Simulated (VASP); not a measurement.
An input for Ansatz (written as the equivalent of a VASP run, and not itself run):

Ansatz 0.2 input:
```yaml
crystal:
  lattice:
    - [0.0000000, 2.3534517, 2.3534517]
    - [2.3534517, 0.0000000, 2.3534517]
    - [2.3534517, 2.3534517, 0.0000000]
  atoms:
    - { symbol: Cd, position: [0.0000000, 0.0000000, 0.0000000] }
    - { symbol: O, position: [0.5000000, 0.5000000, 0.5000000] }
kpoints:
  mp_grid: { grid: [13, 13, 13] }
hamiltonian:
  xc: pbesol
  pseudopotentials: { kind: paw }
scf:
  occupations: { method: methfessel_paxton, width: 0.1 }
  max_iter: 100
relax:
  max_steps: 40
  f_tol: 0.02
  cell: { p_target: 5 }
output: { forces: true, stress: true, eigenvalues: true }
```

Q: Translate this input to VASP (INCAR, KPOINTS, POSCAR, choice of POTCAR).

A: Several could match; the one computed here: 
INCAR:
```
SYSTEM = CdO
PREC = Accurate; ENCUT = 620; LREAL = .FALSE.
LASPH = .TRUE.
EDIFF = 1E-6; NELM = 100; ALGO = Normal
LMAXMIX = 4
ISMEAR = 1; SIGMA = 0.1
GGA = PS
IBRION = 2; NSW = 40; ISIF = 3
EDIFFG = -0.02; PSTRESS = 50
LWAVE = .FALSE.; LCHARG = .FALSE.
```

**POSCAR**
```
CdO
1.0
  0.0000000000   2.3534517036   2.3534517036
  2.3534517036   0.0000000000   2.3534517036
  2.3534517036   2.3534517036   0.0000000000
Cd O
1 1
Cart
  0.0000000000   0.0000000000   0.0000000000
  2.3534517036   2.3534517036   2.3534517036
```

File KPOINTS:
```
Automatic
0
Gamma
  13 13 13
```

POTCAR, in this order: Cd O (PBE.64 set). Program: vasp_std.

What does not carry over: each code has its own PAW files, so the cut-off isn't converted (ENCUT is set for VASP's; basis.ecutwfc is left out, and Ansatz then takes the one that its files recommend); Ansatz stops its SCF on the density residual and VASP on the energy change (EDIFF).

The structure was generated: CdO was put into the rock salt type (Fm-3m), which need not be its known phase. This run relaxes it under an external pressure of 5 GPa. Symmetry was kept, so distortions that lower it aren't found.
